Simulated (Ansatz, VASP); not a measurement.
## MoPt: VASP beside Ansatz

```
Mo Pt
1.0
     4.42990    0.00000    0.00000
     0.00000    2.70254    0.00000
     0.00000    0.00000    4.88569
Mo Pt
2 2
Direct
  0.25000 0.00000 0.16370
  0.75000 0.00000 0.83630
  0.25000 0.50000 0.66432
  0.75000 0.50000 0.33568
```

Alike in both runs: functional LDA; k mesh 10 × 16 × 8; occupations gaussian, width 0.1 eV; no spin polarisation.

Ansatz relaxed the structure, and its values are those at the end. VASP's run is a single point on that final structure, the one shown.

|  | VASP | Ansatz |
| --- | --- | --- |
| version | VASP 6.6.1 | Ansatz 0.2.0 |
| potentials or method | VASP PAW LDA potentials, release 64 (Mo_sv, Pt) | scalar-relativistic, plane waves, PAW |
| plane-wave cutoff (eV) | 520 | 420 |
| valence electrons in the cell | 48 | 64 |

```tsv
	VASP	Ansatz	Ansatz less VASP
gap on the k mesh at the Fermi level (eV)	none	none	-
pressure (GPa)	1.1	0.0	-1.09
rms of the force components (eV/Å)	0.005	0.002	-0.0029
```

A gap of «none» marks a metal or a gap that the smearing closes. The two sets of potentials don't hold the same shells in valence.

The runs have no spin-orbit coupling, so splittings on Pt are missing.
